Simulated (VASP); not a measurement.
VASP runs on KBr (space group Fm-3m) share one base input (PBE GGA, plane waves, VASP's PBE PAW potentials (set 64)) and change the settings named in each case.

### KPOINTS
```
Automatic mesh
0
Gamma
6 6 6
0 0 0
```

**INCAR**
```
GGA=PE   ! PBE
LWAVE=.FALSE.
LREAL=.FALSE.
LMAXMIX=4   ! l cut-off of mixed one-centre charges
SYSTEM=KBr
ISIF=2   ! forces and stress, cell fixed
PREC=Accurate
ALGO=Normal
LASPH=.TRUE.
LCHARG=.FALSE.
NELM=100   ! most electronic steps
ISMEAR=-1   ! Fermi-Dirac
SIGMA=0.05   ! width (eV)
ENCUT=300   ! plane-wave cut-off (eV)
EDIFF=1E-6   ! SCF stop (eV)
```

POSCAR:
```
KBr
1
    0.0000000000     3.3000000000     3.3000000000
    3.3000000000     0.0000000000     3.3000000000
    3.3000000000     3.3000000000     0.0000000000
K Br
1 1
Direct
  0.0000000000   0.0000000000   0.0000000000
  0.5000000000   0.5000000000   0.5000000000
```

POTCAR, in this order: K_sv Br (PBE.64 set). Program: vasp_std.

```
change                                                                                                              E(σ→0) (eV/atom)  pressure (GPa)
------------------------------------------------------------------------------------------------------------------  ----------------  --------------
base run                                                                                                                     -3.1071            0.63
GGA = PS                                                                                                                     -3.2306           -0.38
GGA_COMPAT = .FALSE., LNONCOLLINEAR = .TRUE., LSORBIT = .TRUE., MAGMOM = 0.0 0.0 0.0 0.0 0.0 0.0, program vasp_ncl           -3.1216            0.62
KPOINTS 5×5×5 Γ-centred mesh                                                                                                 -3.1071            0.63
```
 Energies of different potentials or functionals have different zeros.  At 300 eV the pressure can carry a Pulay error.

Left out are runs that ran out of time, are held back, or changed the cell or the kind of run, fixed moments of cells without a moment, rows past the twelfth, gaps on odd meshes, pressures of charged cells and columns that move by less than the noise.

The structure is a typed KBr crystal (Fm-3m). The cell was not relaxed at this level.
